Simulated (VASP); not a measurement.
# GW on SiC, part 5 of 6

How does the gap of SiC change from the starting functional to GW? The cell is of the wurtzite type, one of the forms listed for this formula. The start is a computed cell from the Materials Project.

VASP 6.6.1, plane waves and PAW; the level of theory is named at each step.

So far, quasiparticle gap on the mesh (eV): step 3 (evGW0, evGW0 on PBE) 3.29; step 4 (QPGW0, QPGW0 on PBE) 3.33. Also gap on the k-mesh (eV): step 2 (empty bands, functional PBE) 2.26.

## (5) Orbitals for another starting point

This step: PBE; plane waves and PAW (Si_GW, C_GW) (VASP 6.6.1).

A hybrid converges faster from good orbitals, so a cheap PBE run writes WAVECAR first.

Input file INCAR:

```
SYSTEM = SiC
PREC = Accurate
ENCUT = 440
EDIFF = 1E-05
NELM = 100
ISMEAR = 0
SIGMA = 0.01
LREAL = .FALSE.
ALGO = Normal
GGA = PE
NBANDS = 14
LORBIT = 11
LWAVE = .TRUE.
LCHARG = .FALSE.
KPAR = 8
```

Input file POSCAR:

```
SiC
1.0
    3.0735139282      0.0000000000      0.0000000000
   -1.5367569641      2.6617411407      0.0000000000
    0.0000000000      0.0000000000      5.0452477100
Si C
2 2
Direct
    0.3333333300      0.6666666700      0.4996024000
    0.6666666700      0.3333333300      0.9996024000
    0.3333333300      0.6666666700      0.8753976000
    0.6666666700      0.3333333300      0.3753976000
```

Input file KPOINTS:

```
Automatic mesh
0
Gamma
6 6 4
0 0 0
```

PAW data sets: Si_GW and C_GW (PBE family, release 64).

Launch:

```sh
$ mpirun -np 8 vasp_std
```

What it wrote:

```text
[banner, memory and clock lines left out]
running    8 mpi-ranks, on    1 nodes
 distrk:  each k-point on    1 cores,    8 groups
 distr:  one band on    1 cores,    1 groups

 POSCAR found type information on POSCAR SiC
 POSCAR found :  2 types and       4 ions
 [... a notice as in an earlier step ...]

 LDA part: xc-table for (Slater+PW92), standard interpolation
 POSCAR, INCAR and KPOINTS ok, starting setup
 FFT: planning ... GRIDC
 FFT: planning ... GRID_SOFT
 FFT: planning ... GRID
 WAVECAR not read
 entering main loop
       N       E                     dE             d eps       ncg     rms          rms(c)
DAV:   1     0.321626109557E+02    0.32163E+02   -0.66424E+03   702   0.922E+02
DAV:   2    -0.307912787713E+02   -0.62954E+02   -0.56591E+02   968   0.209E+02
DAV:   3    -0.337571304772E+02   -0.29659E+01   -0.29433E+01   824   0.396E+01
DAV:   4    -0.338424772311E+02   -0.85347E-01   -0.85285E-01   870   0.846E+00
DAV:   5    -0.338450677173E+02   -0.25905E-02   -0.25903E-02   864   0.134E+00    0.995E+00
DAV:   6    -0.301656011108E+02    0.36795E+01   -0.84867E+00   828   0.233E+01    0.303E+00
DAV:   7    -0.300844841381E+02    0.81117E-01   -0.12251E+00   922   0.800E+00    0.168E+00
DAV:   8    -0.300690900134E+02    0.15394E-01   -0.11543E-01   840   0.324E+00    0.422E-01
DAV:   9    -0.300625741966E+02    0.65158E-02   -0.18396E-02   868   0.110E+00    0.828E-02
DAV:  10    -0.300628198832E+02   -0.24569E-03   -0.32146E-03   942   0.418E-01    0.612E-02
DAV:  11    -0.300627733543E+02    0.46529E-04   -0.29718E-04   816   0.158E-01    0.844E-03
DAV:  12    -0.300627746328E+02   -0.12785E-05   -0.16822E-05   656   0.413E-02
   1 F= -.30062775E+02 E0= -.30062775E+02  d E =-.282609E-35
 writing wavefunctions
```

Wall time 4.4 s (8 MPI ranks of AMD EPYC 7R43, shared host); peak memory 1 GiB.

Parts of OUTCAR (step 5):

```text
   k-points           NKPTS =     21   k-points in BZ     NKDIM =     21   number of bands    NBANDS=     14

   NELECT =      16.0000    total number of electrons

 E-fermi :   8.0388

 k-point     1 :       0.0000    0.0000    0.0000
  band No.  band energies     occupation
    ...
      4       6.6344      2.00000
      5       6.6344      2.00000
      6       7.8388      2.00000
      7       7.9537      2.00000
      8       7.9537      2.00000
      9      12.7677      0.00000
     10      14.1719      0.00000
     11      14.6253      0.00000
     12      14.6253      0.00000
     13      15.7081      0.00000
    ...

  Total        0.7456155      0.7456155      0.6543290      0.0000000     -0.0000000      0.0000000
  in kB       28.9428980     28.9428980     25.3993865      0.0000000     -0.0000000      0.0000000
  external PRESSURE =      27.7617275 kB  Pullay stress =       0.0000000 kB

 POSITION                                       TOTAL-FORCE (eV/Angst)
 -----------------------------------------------------------------------------------
     -0.00000      1.77449      2.52062        -0.000000      0.000000     -0.004349
      1.53676      0.88725      5.04324         0.000000     -0.000000     -0.004349
     -0.00000      1.77449      4.41660        -0.000000      0.000000      0.004349
      1.53676      0.88725      1.89397        -0.000000     -0.000000      0.004349
 -----------------------------------------------------------------------------------
    total drift:                                0.000001     -0.000000     -0.000054

  FREE ENERGIE OF THE ION-ELECTRON SYSTEM (eV)
  ---------------------------------------------------
  free  energy   TOTEN  =       -30.0627746328 eV

  energy  without entropy=      -30.0627746328  energy(sigma->0) =      -30.06277463

[... 8 parts as in an earlier step ...]

[... 8 further parts left out ...]
```

Numbers from this step:

| Quantity | Value |
| --- | --- |
| free energy (TOTEN) | -30.06 eV |
| Fermi energy | 8.039 eV |
| pressure | 2.776 GPa |
| least direct gap on the k-mesh | 3.970 eV |

The run ends at a pressure of 2.78 GPa, with forces up to 0.0043 eV/Å.

## (6) Another starting point

This step: HSE06; plane waves and PAW (Si_GW, C_GW) (VASP 6.6.1).

To see how much the result owes to its start, the ground state is made again with HSE06. EDIFF is tight for accurate orbitals, and a narrow smearing avoids fractional occupations.

Input file INCAR:

```
SYSTEM = SiC
PREC = Accurate
ENCUT = 440
EDIFF = 1E-08
NELM = 100
ISMEAR = 0
SIGMA = 0.01
LREAL = .FALSE.
ALGO = Normal
LHFCALC = .TRUE.
AEXX = 0.25
GGA = PE
HFSCREEN = 0.2
LASPH = .TRUE.
NBANDS = 14
PRECFOCK = Fast
LORBIT = 11
LWAVE = .TRUE.
LCHARG = .FALSE.
KPAR = 8
```

POSCAR is that of step 5.

KPOINTS is that of step 5.

The run starts from files that an earlier step left in the folder.

Launch:

```sh
$ mpirun -np 8 vasp_std
```

What it wrote:

```text
[banner, memory and clock lines left out]
running    8 mpi-ranks, on    1 nodes
 distrk:  each k-point on    1 cores,    8 groups
 distr:  one band on    1 cores,    1 groups

 POSCAR found type information on POSCAR SiC
 POSCAR found :  2 types and       4 ions
 [... a notice as in an earlier step ...]

 LDA part: xc-table for (Slater+PW92), standard interpolation
 found WAVECAR, reading the header
 POSCAR, INCAR and KPOINTS ok, starting setup
 FFT: planning ... GRIDC
 FFT: planning ... GRID_SOFT
 FFT: planning ... GRID
 reading WAVECAR
 the WAVECAR file was read successfully
 initial charge from wavefunction
 entering main loop
       N       E                     dE             d eps       ncg     rms          rms(c)
DAV:   1    -0.348384533703E+02   -0.34838E+02   -0.44310E-01   714   0.828E+00    0.358E-01
DAV:   2    -0.348424602616E+02   -0.40069E-02   -0.17297E-02   780   0.113E+00    0.240E-01
DAV:   3    -0.348416452629E+02    0.81500E-03   -0.10219E-03   910   0.291E-01    0.146E-01
DAV:   4    -0.348413126516E+02    0.33261E-03   -0.15105E-04   938   0.123E-01    0.878E-02
DAV:   5    -0.348412075762E+02    0.10508E-03   -0.42118E-05   966   0.708E-02    0.525E-02
DAV:   6    -0.348411728889E+02    0.34687E-04   -0.10865E-05   978   0.423E-02    0.311E-02
DAV:   7    -0.348411612859E+02    0.11603E-04   -0.35021E-06   892   0.249E-02    0.182E-02
DAV:   8    -0.348411574927E+02    0.37932E-05   -0.12497E-06   966   0.140E-02    0.107E-02
DAV:   9    -0.348411562730E+02    0.12197E-05   -0.37981E-07   976   0.797E-03    0.629E-03
DAV:  10    -0.348411558964E+02    0.37659E-06   -0.12554E-07   996   0.449E-03    0.372E-03
DAV:  11    -0.348411557904E+02    0.10602E-06   -0.41054E-08   804   0.261E-03    0.221E-03
DAV:  12    -0.348411557613E+02    0.29128E-07   -0.11768E-08   486   0.149E-03    0.132E-03
DAV:  13    -0.348411557600E+02    0.12404E-08   -0.10356E-08   420   0.101E-03
   1 F= -.34841156E+02 E0= -.34841156E+02  d E =-.196957E-15
 writing wavefunctions
```

It took 2.1 min on 8 MPI ranks; peak memory 1.7 GiB.

Parts of OUTCAR (step 6):

```text
   k-points           NKPTS =     21   k-points in BZ     NKDIM =    144   number of bands    NBANDS=     14

   NELECT =      16.0000    total number of electrons

  exchange ACFDT corr.  =         0.00000000  see jH, gK, PRB 81, 115126

 E-fermi :   7.3926

 k-point     1 :       0.0000    0.0000    0.0000
  band No.  band energies     occupation
    ...
      4       5.8797      2.00000
      5       5.8797      2.00000
      6       7.2230      2.00000
      7       7.3409      2.00000
      8       7.3409      2.00000
      9      13.3330      0.00000
     10      14.8488      0.00000
     11      15.2582      0.00000
     12      15.2582      0.00000
     13      16.4375      0.00000
    ...

 POSITION                                       TOTAL-FORCE (eV/Angst)
 -----------------------------------------------------------------------------------
     -0.00000      1.77449      2.52062         0.000000      0.000000     -0.018918
      1.53676      0.88725      5.04324         0.000000      0.000000     -0.018918
     -0.00000      1.77449      4.41660         0.000000      0.000000      0.018918
      1.53676      0.88725      1.89397        -0.000000     -0.000000      0.018918
 -----------------------------------------------------------------------------------
    total drift:                               -0.000001      0.000002     -0.000230

  FREE ENERGIE OF THE ION-ELECTRON SYSTEM (eV)
  ---------------------------------------------------
  free  energy   TOTEN  =       -34.8411557600 eV

  energy  without entropy=      -34.8411557600  energy(sigma->0) =      -34.84115576

[... 8 parts as in an earlier step ...]

[... 8 further parts left out ...]
```

The PAW data sets were made with PBE, which is usual practice but a small mismatch for other functionals.

Numbers from this step:

```yaml
free_energy_toten: -34.84 eV
fermi_energy: 7.393 eV
gap_on_the_k_mesh: 3.175 eV
least_direct_gap_on_the_k_mesh: 5.078 eV
```

## (7) Empty bands, functional HSE06

ALGO = Exact makes the empty bands from the converged ground state in one step. LOPTICS writes the k-derivatives of the orbitals (WAVEDER), which give the long-wavelength limit of the screening.

Input file INCAR:

```
SYSTEM = SiC
PREC = Accurate
ENCUT = 440
ISMEAR = 0
SIGMA = 0.01
LREAL = .FALSE.
LHFCALC = .TRUE.
AEXX = 0.25
GGA = PE
HFSCREEN = 0.2
LASPH = .TRUE.
NBANDS = 272
PRECFOCK = Fast
ALGO = Exact
NELM = 1
LWAVE = .TRUE.
LCHARG = .FALSE.
LOPTICS = .TRUE.
NEDOS = 1000
CSHIFT = 0.1
```

POSCAR is that of step 6.

KPOINTS is that of step 6.

The WAVECAR or CHGCAR of an earlier step is read.

Launch:

```sh
$ mpirun -np 8 vasp_std
```

What it wrote:

```text
[banner, memory and clock lines left out]
running    8 mpi-ranks, on    1 nodes
[...]
[... a notice as in an earlier step ...]

 LDA part: xc-table for (Slater+PW92), standard interpolation
 found WAVECAR, reading the header
  number of bands has changed, file:    14 present:   272
  trying to continue reading WAVECAR, but it might fail
 POSCAR, INCAR and KPOINTS ok, starting setup
[...]
reading WAVECAR
 random initialization beyond band           14
 the WAVECAR file was read successfully
 initial charge from wavefunction
 entering main loop
       N       E                     dE             d eps       ncg     rms          rms(c)
DIA:   1    -0.348411557800E+02   -0.34841E+02    0.00000E+00     0   0.000E+00
   1 F= -.34841156E+02 E0= -.34841156E+02  d E =-.132998E-74
 writing wavefunctions
 optical routines
 imaginary and real dielectric function
 recalculating local potential from charge density
 direction            1
 direction            2
 direction            3
```

Wall time 8.4 min (8 MPI ranks); peak memory 2.2 GiB; 67 min of CPU time.

From OUTCAR (step 7):

```text
 POSITION                                       TOTAL-FORCE (eV/Angst)
 -----------------------------------------------------------------------------------
     -0.00000      1.77449      2.52062        -0.000000     -0.000000     -0.018921
      1.53676      0.88725      5.04324         0.000000      0.000000     -0.018921
     -0.00000      1.77449      4.41660        -0.000000      0.000000      0.018921
      1.53676      0.88725      1.89397         0.000000     -0.000000      0.018921
 -----------------------------------------------------------------------------------
    total drift:                               -0.000001      0.000002     -0.000217

  FREE ENERGIE OF THE ION-ELECTRON SYSTEM (eV)
  ---------------------------------------------------
  free  energy   TOTEN  =       -34.8411557800 eV

  energy  without entropy=      -34.8411557800  energy(sigma->0) =      -34.84115578

[... 2 parts as in an earlier step ...]

[... 1 further part left out ...]
[key lines of the parts left out:]
E-fermi :   7.4686
```

(Continued in part 6 of 6.)

[Lines on the potential files, build, host, timing and source positions are cut from VASP's logs without a mark.]

[Logs are printed without paths, hosts, clocks, repeated set-up lines and the standing remarks that a program may print on its own settings, such as how far it seeks lower states.]

[Hosts, paths, dates, database ids (printed as entryN), source tags and the programs' standing remarks are cut or masked in the printed files.]

[Pressures printed for these runs are not shown converged in the cutoff: they can be off by several GPa and have the wrong sign.]
